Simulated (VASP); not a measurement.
```xyz
2
Lattice="2.7270 0.0000 0.0000 0.0000 2.7270 0.0000 0.0000 0.0000 3.7613" Properties=species:S:1:pos:R:3 pbc="T T T"
Fe     0.0000     0.0000     3.7613
Pt     1.3635     1.3635     1.8807
```
Starting moments (μB, in the order of the record's atoms Fe Pt): 2.9 0.3.

Calculation: optB88-vdW, VASP's PBE PAW potentials (set 64) (plane waves; VASP). Settings: 520 eV cut-off, Gaussian smearing of 0.050 eV, potentials Fe Pt.

### Question
Give the spin-up energies of bands 1 to 13 at the high-symmetry points, in eV from the Fermi level.

### Answer

```
band      Γ      X      M      Z      R      A
----  -----  -----  -----  -----  -----  -----
1     -9.36  -5.98  -6.67  -7.56  -6.35  -5.91
2     -6.14  -4.67  -5.55  -5.57  -6.33  -4.69
3     -6.00  -4.32  -5.55  -5.53  -3.55  -4.69
4     -3.29  -4.08  -5.54  -3.42  -3.53  -3.92
5     -3.29  -3.29  -1.26  -2.75  -3.30  -3.33
6     -2.81  -3.24  -0.92  -2.49  -2.92  -3.33
7     -1.95  -2.59  -0.45  -2.16  -1.09  -2.18
8     -1.84  -2.34  -0.42  -2.16  -0.79  -1.73
9     -0.47  -2.00  -0.42  -2.06  -0.46  -0.92
10    -0.34  -1.56   0.61  -2.06  -0.37   0.61
11    -0.34   0.29   1.83  -1.68  -0.35   6.93
12     2.29   2.08   1.83  -0.78  -0.27   6.93
13     9.49  10.43   7.60  15.78   4.66   7.71
```

### Question
Give the spin-down energies of bands 1 to 13 at the high-symmetry points, in eV from the Fermi level.

### Answer

```
band      Γ      X      M      Z      R      A
----  -----  -----  -----  -----  -----  -----
1     -9.21  -5.86  -6.30  -7.49  -5.98  -5.74
2     -5.66  -4.48  -4.84  -5.36  -5.87  -4.50
3     -5.61  -4.13  -4.84  -5.08  -2.83  -4.50
4     -2.30  -3.27  -4.58  -2.54  -2.80  -1.84
5     -2.30  -2.39   0.94  -1.83  -2.15  -1.49
6     -0.83  -1.33   1.21  -1.83  -0.47  -1.29
7     -0.72  -1.16   1.56  -1.39  -0.23  -1.29
8      0.50  -0.86   1.66  -0.55  -0.16   0.72
9      1.61   0.53   1.66   0.13   0.89   0.94
10     1.61   0.68   1.66   0.43   1.42   1.66
11     1.63   2.38   1.99   0.43   1.51   7.58
12     2.49   2.52   1.99   1.40   1.57   7.58
13    10.29  11.16   8.35  16.20   5.54   8.44
```

It has no gap at this level: it comes out as a metal or semimetal.

The compound is FePt in the L1_0 structure. It was relaxed first.
